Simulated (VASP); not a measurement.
A VASP calculation is set up with these files.

### POSCAR
```
NaF
1.0
  0.0000000000   2.2522326405   2.2522326405
  2.2522326405   0.0000000000   2.2522326405
  2.2522326405   2.2522326405   0.0000000000
Na F
1 1
direct
  0.0000000000   0.0000000000   0.0000000000
  0.5000000000   0.5000000000   0.5000000000
```

### INCAR
```
! general
SYSTEM  =  NaF
PREC    =  Accurate
ENCUT   =  520   ! plane-wave cut-off (eV)
LREAL   =  F
LASPH   =  T   ! aspherical one-centre terms

! electronic loop
EDIFF   =  1E-7
NELM    =  100
ALGO    =  Normal   ! blocked Davidson

! smearing
ISMEAR  =  -5   ! tetrahedra, Bloechl

! ions
ISIF    =  2   ! forces and stress, cell fixed

! output
LWAVE   =  F
LCHARG  =  T
LORBIT  =  11
NEDOS   =  601
```

File KPOINTS:
```
K-points
0
Gamma
11 11 11
```

POTCAR, in this order: Na_pv F (LDA.64 set). Program: vasp_std.

### Question
Translate this LDA calculation to Quantum ESPRESSO's pw.x.

### Answer
One equivalent input (not run):
```
&CONTROL
  calculation = 'scf'
  pseudo_dir = './pseudo'
  outdir = './out'
  tprnfor = .true.
  tstress = .true.
/
&SYSTEM
  ibrav = 0
  nat = 2
  ntyp = 2
  ecutwfc = 88
  occupations = 'tetrahedra'
  input_dft = 'pz'
/
&ELECTRONS
  conv_thr = 7.3e-09
  electron_maxstep = 100
/
ATOMIC_SPECIES
  Na 22.990 Na.upf
  F 18.998 F.upf
CELL_PARAMETERS angstrom
     0.0000000    2.2522326    2.2522326
     2.2522326    0.0000000    2.2522326
     2.2522326    2.2522326    0.0000000
ATOMIC_POSITIONS crystal
  Na   0.0000000  0.0000000  0.0000000
  F    0.5000000  0.5000000  0.5000000
K_POINTS automatic
  11 11 11 0 0 0
```
What does not carry over: the potentials are each code's own (VASP's PAW set, PseudoDojo norm-conserving files in pw.x), so ENCUT and ecutwfc are chosen apart and not converted; conv_thr bounds pw.x's estimated SCF error, while EDIFF bounds the energy change between steps.

The compound is NaF in the rock salt structure. It was relaxed first, which changed the volume by -8 %.
